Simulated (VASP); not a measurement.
Crystal: PmO.

```
Pm O
1.0
     1.21141    0.69941    3.86516
    -1.21141    0.69941    3.86516
     0.00000   -1.39882    3.86516
Pm O
1 1
Direct
  0.50000 0.50000 0.50000
  0.00000 0.00000 0.00000
```

The cell comes from a database or a generator and needn't be the stable form of this composition.

Base run:

* Program: VASP 6.6.1
* Functional: PBEsol
* Potentials or basis: VASP PAW PBE potentials, release 64 (Pm, O)
* Cutoff: 520 eV
* k mesh: 9 × 9 × 9
* Occupations: gaussian, width 0.05 eV
* Spin: collinear spin, ferromagnetic start
* Starting moments: [4.0, 0.0] μB
* Fixed moment: 3 μB
* Hubbard terms: Pm f U = 8 eV

Its results: pressure 145.8 GPa; net moment 3.00 μB per cell; site moments Pm +3.44; O -0.37 μB.

**Question.** The run is repeated on the same cell with these changes: fixed moment from 3 μB to none; further incar settings from ALGO = Normal; EDIFF = 1e-06; NBANDS = 22 to ALGO = Normal; EDIFF = 1e-07; NBANDS = 22. What comes out?

**Answer.** Pressure 142.3 GPa; net moment 4.35 μB per cell; site moments Pm +4.29; O +0.01 μB.

Caveats: the magnetic or orbital state may not be the lowest; a pressure of tens of GPa on the cell as given is suspect, and the run, the potentials or the cell itself is likely at fault; the PAW data sets were made with another functional, which shifts forces and pressure a little; the total moment is fixed, so each spin has its own Fermi level (some runs).
